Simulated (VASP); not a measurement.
These are PBE GGA, VASP's PBE PAW potentials (set 64) (plane waves; VASP) values and carry that method's errors.

A VASP calculation is set up with these files.

INCAR:
```
SYSTEM = Se
PREC = Accurate; ENCUT = 300; LREAL = .FALSE.
LASPH = .TRUE.
EDIFF = 1E-6; NELM = 100; ALGO = Normal
LMAXMIX = 4
ISMEAR = -1; SIGMA = 0.02
GGA = PE
ISIF = 2
LWAVE = .FALSE.; LCHARG = .FALSE.
```

### POSCAR
```
Se
1
    4.4881520000     0.0000000000     0.0000000000
   -2.2440760000     3.8868540000     0.0000000000
    0.0000000000     0.0000000000     4.9603780000
Se
3
Direct
  0.2178900000   0.0000000000   0.3333330000
  0.0000000000   0.2178900000   0.6666670000
  0.7821100000   0.7821100000   0.0000000000
```

KPOINTS:
```
Regular mesh
0
gamma
5 5 4
```

POTCAR, in this order: Se (PBE.64 set). Program: vasp_std.

Problem. What does the run give for the energy per atom (σ→0), pressure, largest force?

Solution. 
| Quantity | Result |
|---|---|
| energy per atom (σ→0) | -3.494 eV/atom |
| pressure | 2.18 GPa |
| largest force | 0.451 eV/Å |

File OSZICAR:
```
...
DAV:   6    -0.105046085742E+02    0.64039E-01   -0.41012E-02   482   0.145E+00    0.429E+00
DAV:   7    -0.104830077068E+02    0.21601E-01   -0.81062E-02   477   0.202E+00    0.205E-01
DAV:   8    -0.104824050105E+02    0.60270E-03   -0.94645E-03   482   0.695E-01    0.105E-01
DAV:   9    -0.104825327694E+02   -0.12776E-03   -0.33218E-04   547   0.134E-01    0.323E-02
DAV:  10    -0.104825826932E+02   -0.49924E-04   -0.57246E-05   487   0.575E-02    0.739E-03
DAV:  11    -0.104825870030E+02   -0.43098E-05   -0.95332E-06   512   0.209E-02    0.390E-03
DAV:  12    -0.104825868476E+02    0.15541E-06   -0.18432E-06   361   0.102E-02
   1 F= -.10482587E+02 E0= -.10482587E+02  d E =-.326281E-11
```

The structure comes from a computed database's Se entry; how it stands against other phases isn't given here. The cell was not relaxed at this level.
